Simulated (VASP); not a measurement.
Consider the following.

```
CELL_PARAMETERS angstrom
      2.02418     1.16866     3.31903
     -2.02418     1.16866     3.31903
      0.00000    -2.33733     3.31903
ATOMIC_POSITIONS crystal
  Cl 0.25006 0.25006 0.25006
  Cl 0.74994 0.74994 0.74994
```

The numbers are results of PBEsol GGA, VASP's PBE PAW potentials (set 64) (plane waves; VASP), not measurements. Settings: 480 eV cut-off, 10×10×10 Γ-centred mesh, first-order Methfessel-Paxton smearing of 0.10 eV, potentials Cl.

Problem. Estimate the energy per atom (σ→0), pressure, band gap (on the k-mesh) with the smallest direct gap where there is one.

Solution. 
```yaml
band gap (on the k-mesh): none (metal, semimetal or under 0.01 eV)
energy per atom (σ→0): -135.1 kJ/mol-atom
pressure: -3.24 GPa
```

The absolute energy has meaning only against runs of the same code, potentials and settings.

The structure was generated: Cl was put into the A7 type (R-3m), which need not be its known phase. This cell was strained or had an atom moved on purpose.
